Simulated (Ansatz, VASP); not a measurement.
**Two plane-wave programs on As7O**

```
CELL_PARAMETERS angstrom
0.00000 4.13443 4.13443
4.13443 0.00000 4.13443
4.13443 4.13443 0.00000
ATOMIC_POSITIONS crystal
As 0.50000 0.50000 0.50000
As 0.00000 0.50000 0.00000
As 0.50000 0.00000 0.00000
As 0.00000 0.50000 0.50000
As 0.50000 0.00000 0.50000
As 0.00000 0.00000 0.50000
As 0.50000 0.50000 0.00000
O 0.00000 0.00000 0.00000
```

Change from the starting cell: species swapped into the SbPt7 type (Fm-3m, No. 225).

Alike in both runs: functional PBE; k mesh 4 × 4 × 4; occupations gaussian, width 0.1 eV; no spin polarisation.

Ansatz relaxed the structure, and its values are those at the end. VASP's run is a single point on that final structure, the one shown.

|  | VASP | Ansatz |
| --- | --- | --- |
| version | VASP 6.6.1 | Ansatz 0.2.0 |
| potentials or method | VASP PAW PBE potentials, release 64 (As, O) | scalar-relativistic, plane waves, PAW |
| plane-wave cutoff (eV) | 520 | 420 |
| valence electrons in the cell | 41 | 111 |

|  | VASP | Ansatz | Ansatz less VASP |
| --- | --- | --- | --- |
| gap on the k mesh at the Fermi level (eV) | none | none | - |
| pressure (GPa) | -0.1 | -0.1 | -0.05 |

A gap of «none» marks a metal or a gap that the smearing closes. The two sets of potentials don't hold the same shells in valence.

Caveats: an odd number of electrons without spin polarisation forces a metal; a magnetic or distorted state may lie lower.
